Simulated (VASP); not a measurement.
Data:

```xyz
6
Lattice="4.9216 0.0000 0.0000 0.0000 5.5829 0.0000 0.0000 0.0000 2.6839" Properties=species:S:1:pos:R:3 pbc="T T T"
Fe     2.4608     2.7914     1.3420
Fe     0.0000     0.0000     0.0000
P      1.6173     4.8388     1.3420
P      3.3043     0.7441     1.3420
P      4.0780     3.5355     0.0000
P      0.8435     2.0473     0.0000
```

These are PBEsol GGA, VASP's PBE PAW potentials (set 64) (plane waves; VASP) values and carry that method's errors. Settings: 400 eV cut-off, Gaussian smearing of 0.050 eV, potentials Fe P.

Task: What does the run give for the band gap (along the path) with the smallest direct gap where there is one?

Result: 
The band gap (along the path) is 0.40 eV and the smallest direct gap (along the path) is 0.94 eV.

The structure comes from a computed database's FeP2 entry (Pnnm); how it stands against other phases isn't given here. It was relaxed first. The run is not spin-polarised, so no magnetic state was tried.
